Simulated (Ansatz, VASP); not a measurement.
TlInH2: VASP beside Ansatz

```
Tl In H
1.0
    -3.36975    3.36975    3.31483
     3.36975   -3.36975    3.31483
     3.36975    3.36975   -3.31483
Tl In H
2 2 4
Direct
  0.25000 0.25000 0.00000
  0.75000 0.75000 0.00000
  0.75000 0.25000 0.50000
  0.25000 0.75000 0.50000
  0.62807 0.12807 0.75614
  0.12807 0.37193 0.50000
  0.37193 0.87193 0.24386
  0.87193 0.62807 0.50000
```

Alike in both runs: functional PBE; k mesh 5 × 5 × 5; no spin polarisation.

Ansatz relaxed the structure, and its values are those at the end. VASP's run is a single point on that final structure, the one shown.

|  | VASP | Ansatz |
| --- | --- | --- |
| version | VASP 6.6.1 | Ansatz 0.2.0 |
| potentials or method | VASP PAW PBE potentials, release 64 (Tl_d, In_d, H) | PAW plane waves |
| plane-wave cutoff (eV) | 520 | 420 |
| occupations | fermi-dirac, width 0.1 eV | fermi-dirac |
| valence electrons in the cell | 56 | 56 |

Ansatz gave:

| Quantity | Value |
| --- | --- |
| gap on the k mesh at the Fermi level (eV) | none |
| pressure (GPa) | 0.0 |

Question: What did VASP give for the same quantities?

Answer: gap on the k mesh at the Fermi level (eV): none; pressure (GPa): -0.1.

A gap of «none» marks a metal or a gap that the smearing closes.

The runs have no spin-orbit coupling, so splittings on Tl are missing.
